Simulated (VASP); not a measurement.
BaC2, 3 atoms in the cell. Symmetry: R-3m, No. 166, trigonal system. Conventional cell: a = 5.153 Å, b = 5.153 Å, c = 7.704 Å, α = 90.00°, β = 90.00°, γ = 120.00°. Ba (site symmetry -3m) is surrounded by 8 C at 3.04 to 3.20 Å. Around C (site symmetry 3m) lie 1 C at 1.31 Å. The cell comes from a database or a generator and needn't be the stable form of this composition.

| Property | Result |
| --- | --- |
| Program | VASP 6.6.1 |
| Task | single point |
| Functional | LDA |
| Potentials or basis | VASP PAW LDA potentials, release 64 (Ba_sv, C) |
| Cutoff | 520 eV |
| k mesh | 9 × 9 × 9 |
| Occupations | gaussian, width 0.05 eV |
| Spin | no spin polarisation |
| Dipole correction | no |
| Further INCAR settings | ALGO = Fast; EDIFF = 1e-06; NBANDS = 16 |

Potentials or basis: VASP PAW LDA potentials, release 64 (Ba_sv, C).

Run with:

```console
$ cat potpaw_LDA.64/Ba_sv/POTCAR potpaw_LDA.64/C/POTCAR > POTCAR
$ mpirun -np 1 vasp_std > vasp.out
```

Hardware: 1 thread of Intel(R) Xeon(R) 6975P-C (Granite Rapids), on a shared host.

Problem. How long does it take, and how much memory?

Solution. Wall time 37 s on 1 thread of Intel(R) Xeon(R) 6975P-C (Granite Rapids) (shared host), peak memory 0.2 GiB. Counts: scf iterations 16, k points 85.
